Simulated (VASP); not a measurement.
Consider the following.

```
CELL_PARAMETERS angstrom
      1.67052    -5.23856     0.00000
      1.67052     5.23856     0.00000
      0.00000     0.00000     4.33522
ATOMIC_POSITIONS crystal
  P  0.10310 0.89690 0.92217
  P  0.39690 0.60310 0.42217
  P  0.60310 0.39690 0.57783
  P  0.89690 0.10310 0.07783
```

Level of theory: rev-vdW-DF2, VASP's PBE PAW potentials (set 64) (plane waves; VASP). Run with 520 eV cut-off, 8×8×6 Γ-centred mesh, tetrahedra with Blöchl corrections, potentials P.

The cores are frozen, which limits the accuracy of field gradients.

Q: Give the principal components of the electric field gradient (V/Å²) and the asymmetry η at each nucleus.

A: 
```json
[
 {"atom": "P1", "Vxx": "38.1", "Vyy": "33.3", "Vzz": "-71.4", "η": "0.07"},
 {"atom": "P2", "Vxx": "38.1", "Vyy": "33.3", "Vzz": "-71.4", "η": "0.07"},
 {"atom": "P3", "Vxx": "38.1", "Vyy": "33.3", "Vzz": "-71.4", "η": "0.07"},
 {"atom": "P4", "Vxx": "38.1", "Vyy": "33.3", "Vzz": "-71.4", "η": "0.07"}
]
```

The compound is P in the black structure. It was relaxed first.
